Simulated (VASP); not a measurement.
Data:

```
ZnS
1.0
    1.91000    -3.30822     0.00000
    1.91000     3.30822     0.00000
    0.00000     0.00000     6.26000
Zn S
2 2
Cartesian
  1.91000  -1.10274   3.13000
  1.91000   1.10274   0.00000
  1.91000  -1.10274   5.47750
  1.91000   1.10274   2.34750
```
Cell charge +0.02.

These are PBE GGA, VASP's PBE PAW potentials (set 64) (plane waves; VASP) values and carry that method's errors. Settings: NELECT = 35.98, 400 eV cut-off, 6×6×3 Γ-centred mesh, Gaussian smearing of 0.050 eV, potentials Zn S.

The cell is charged, with a uniform compensating background.

Question: Give the stress tensor in GPa (positive for a compressed cell).

Answer: 
```
1.02  0.00  0.00
0.00  1.02  0.00
0.00  0.00  1.07
```
The pressure is its mean diagonal, 1.04 GPa.

The compound is ZnS in the wurtzite structure, the high-temperature form. The cell was not relaxed at this level. The k-mesh is coarse (spacing up to 0.33 per Å, 2π included), so the numbers may not be converged in it. The run is one of a series of settings (NELECT = 35.98 against the base run), some of them coarse on purpose.
